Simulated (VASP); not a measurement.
**CuC23 (a cell with a defect): relaxation of the atoms with PBEsol+U**

The system is CuC23 (a cell with a defect).

```xyz
24
Lattice="0.0000 5.3503 5.3503 3.5669 0.0000 3.5669 3.5669 3.5669 0.0000" Properties=species:S:1:pos:R:3 pbc="T T T"
Cu    0.0012   -0.0086    0.0337
C     1.7728    1.7756    0.0470
C     1.8237    0.0061    1.7893
C     3.5692    1.7856    1.7980
C     0.0253    1.8167    1.7901
C     1.7790    3.5580    1.7849
C     1.7750    1.8087    3.5634
C     3.5521    3.5167    3.5861
C     0.0164    3.5484    3.5434
C     1.7892    5.3311    3.5512
C     1.8204    3.6063    5.3706
C     3.5616    5.3645    5.3248
C     0.8888    0.9389    0.9226
C     2.6480    2.7123    0.8887
C     2.6602    0.8719    2.7107
C     4.5011    2.6492    2.7121
C     0.8498    2.6805    2.6536
C     2.6708    4.4703    2.6786
C     2.6992    2.7016    4.4203
C     4.4528    4.5005    4.4494
C     0.8970    4.4443    4.3910
C     2.7094    6.2820    4.4475
C     2.6632    4.4350    6.2186
C     4.4832    6.2313    6.2551
```

The cell isn't the ideal one: atoms moved at random, drawn with an rms of 0.05 Å.

```json
{
 "Program": "VASP 6.6.1",
 "Task": "relaxation of the atoms",
 "Functional": "PBEsol",
 "Potentials or basis": "VASP PAW PBE potentials, release 64 (Cu, C)",
 "Cutoff": "450 eV",
 "k mesh": "3 × 4 × 4",
 "Occupations": "gaussian, width 0.03 eV",
 "Spin": "collinear spin, ferromagnetic start",
 "Starting moments": "[1.0, 0.0, 0.0, 0.0, 0.0, 0.0, 0.0, 0.0, 0.0, 0.0, 0.0, 0.0, 0.0, 0.0, 0.0, 0.0, 0.0, 0.0, 0.0, 0.0, 0.0, 0.0, 0.0, 0.0] μB",
 "Fixed moment": "1 μB",
 "Hubbard terms": "Cu d U = 5 eV",
 "Dq": "0",
 "Further INCAR settings": "LREAL = Auto; ALGO = Normal; EDIFF = 1e-05; ISYM = 0; IBRION = 2; EDIFFG = -0.03; NSW = 60"
}
```

| Property | Result |
| --- | --- |
| Energy gained by relaxing | 217.8 meV/atom |
| Ionic steps | 20 |
| Largest force after relaxing | 0.028 eV/Å |
| Net moment | 1.00 μB per cell |
| Site moments | Cu +0.27; C +0.00, +0.01, -0.00, +0.07, +0.09, +0.04, +0.02, +0.13 μB |
| Valence electrons inside the program's atomic spheres | Cu 11.08; C 2.60, 2.58, 2.63, 2.59, 2.62, 2.65, 2.57, 2.61, 2.67, 2.55 |

Forces in eV/Å, atoms in the order of the input:
```
Cu  -0.010  0.008 -0.020
C    0.002 -0.006  0.013
C   -0.002 -0.010  0.009
C    0.016 -0.007  0.012
C   -0.014  0.010  0.006
C   -0.001  0.014  0.001
C   -0.017 -0.002  0.002
C    0.004 -0.011 -0.007
C    0.000  0.004 -0.007
C   -0.009  0.002 -0.004
C   -0.008  0.006  0.001
C   -0.011  0.002  0.006
C    0.003 -0.016  0.004
C    0.013  0.009  0.013
C    0.002  0.014 -0.002
C    0.015 -0.014 -0.004
C   -0.011  0.005 -0.010
C    0.012 -0.018 -0.001
C    0.012  0.018 -0.018
C    0.006  0.011 -0.001
C    0.000  0.001  0.005
C   -0.008 -0.007 -0.002
C   -0.011 -0.010 -0.001
C    0.016 -0.004  0.004
```

Step by step:
```csv
step,energy change (eV),largest force (eV/Å),pressure (GPa)
1,0.0000,14.7899,31.83
2,5.5742,11.0610,33.96
3,-4.8395,2.8928,21.97
4,-4.8752,2.6145,22.06
5,-4.8785,2.5032,22.11
6,-4.8748,2.6233,22.43
7,-5.1567,0.8624,21.69
8,-5.2021,0.4369,21.57
9,-5.2052,0.3109,21.51
10,-5.2170,0.2172,21.44
11,-5.2176,0.1727,21.67
12,-5.2225,0.1656,21.44
13,-5.2227,0.1728,21.42
14,-5.2255,0.1212,21.49
15,-5.2255,0.1248,21.56
16,-5.2272,0.0652,21.47
17,-5.2273,0.0705,21.48
18,-5.2278,0.0638,21.51
19,-5.2279,0.0383,21.55
20,-5.2282,0.0283,21.46
```

Final structure:
```
Cu C
1.0
     0.00000    5.35032    5.35032
     3.56688    0.00000    3.56688
     3.56688    3.56688    0.00000
Cu C
1 23
Direct
  0.99492 0.00186 0.00171
  0.99992 0.99941 0.50090
  0.99994 0.49939 0.00119
  0.00051 0.49981 0.50118
  0.33207 0.00303 0.00408
  0.33933 0.99941 0.49175
  0.33918 0.49119 0.00042
  0.33239 0.50079 0.50197
  0.66871 0.99882 0.99993
  0.65956 0.00341 0.50782
  0.65953 0.50657 0.00474
  0.66740 0.49981 0.50113
  0.09579 0.13975 0.14136
  0.10043 0.13727 0.57404
  0.10013 0.57387 0.13840
  0.08442 0.62422 0.62586
  0.42864 0.11705 0.11772
  0.41210 0.12585 0.63292
  0.41206 0.63195 0.12694
  0.41795 0.62378 0.62471
  0.70960 0.14754 0.14893
  0.75065 0.12589 0.62604
  0.75060 0.62476 0.12729
  0.74815 0.62599 0.62739
```

Eigenvalues of the final occupation matrices:
| site | spin | trace | eigenvalues |
| --- | --- | --- | --- |
| site 1 d | 1 | 4.81 | 0.94 0.94 0.97 0.97 0.98 |
| site 1 d | 2 | 4.69 | 0.91 0.92 0.93 0.97 0.97 |

Run time: 30 min on 4 MPI ranks on Intel(R) Xeon(R) Platinum 8488C (Sapphire Rapids), on a shared host, peak memory 0.47 GiB a rank.

Caveat: the k mesh is coarse (spacing up to 0.38 Å⁻¹), so the values aren't converged; the cutoff is under 1.25 times the usual one of these potentials, so pressure, stress and relaxed cells hold a basis-set (Pulay) error; the electronic state changed during the relaxation; the PAW data sets were made with another functional, which shifts forces and pressure a little; the total moment is fixed, so each spin has its own Fermi level; the U is typed as a test and isn't derived for this compound. The state reached can hang on the start; a lower one may exist.
